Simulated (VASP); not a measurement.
An input for Quantum ESPRESSO's pw.x (written as the equivalent of a VASP run, and not itself run):

```
&CONTROL
  calculation = 'scf'
  pseudo_dir = './pseudo'
  outdir = './out'
  tprnfor = .true.
  tstress = .true.
/
&SYSTEM
  ibrav = 0
  nat = 2
  ntyp = 2
  ecutwfc = 46.3
  occupations = 'tetrahedra'
  input_dft = 'vdw-df2-b86r'
/
&ELECTRONS
  conv_thr = 7.3e-09
  electron_maxstep = 100
/
ATOMIC_SPECIES
  Rb 85.468 Rb.upf
  Br 79.904 Br.upf
CELL_PARAMETERS angstrom
     0.0000000    3.4373228    3.4373228
     3.4373228   -0.0000000    3.4373228
     3.4373228    3.4373228    0.0000000
ATOMIC_POSITIONS crystal
  Rb   0.0000000  0.0000000  0.0000000
  Br   0.5000000  0.5000000  0.5000000
K_POINTS automatic
  8 8 8 0 0 0
```

### Question
Translate this input to VASP (INCAR, KPOINTS, POSCAR, choice of POTCAR).

### Answer
One answer among several that fit: 
KPOINTS:
```
Automatic mesh
0
Gamma
8 8 8
0 0 0
```

INCAR:
```
SYSTEM  =  RbBr
PREC  =  Accurate; ENCUT  =  520; LREAL  =  .FALSE.
LASPH  =  .TRUE.
EDIFF  =  1E-7; NELM  =  100; ALGO  =  Normal
LMAXMIX  =  4
ISMEAR  =  -5
GGA  =  MK; LUSE_VDW  =  .TRUE.; AGGAC  =  0.0
PARAM1  =  0.1234568; PARAM2  =  0.7114; ZAB_VDW  =  -1.8867
ISIF  =  2
LWAVE  =  .FALSE.; LCHARG  =  .TRUE.; LORBIT  =  11
NEDOS  =  601
```

POSCAR:
```
RbBr
1
    0.0000000000     3.4373227746     3.4373227746
    3.4373227746    -0.0000000000     3.4373227746
    3.4373227746     3.4373227746     0.0000000000
Rb Br
1 1
Direct
  0.0000000000   0.0000000000   0.0000000000
  0.5000000000   0.5000000000   0.5000000000
```

POTCAR, in this order: Rb_sv Br (PBE.64 set). Program: vasp_std.

Limits of the translation: the potentials are each code's own (VASP's PAW set, PseudoDojo norm-conserving files in pw.x), so ENCUT and ecutwfc are chosen apart and not converted; conv_thr bounds pw.x's estimated SCF error, while EDIFF bounds the energy change between steps.

The compound is RbBr in the rock salt structure. It was relaxed first.
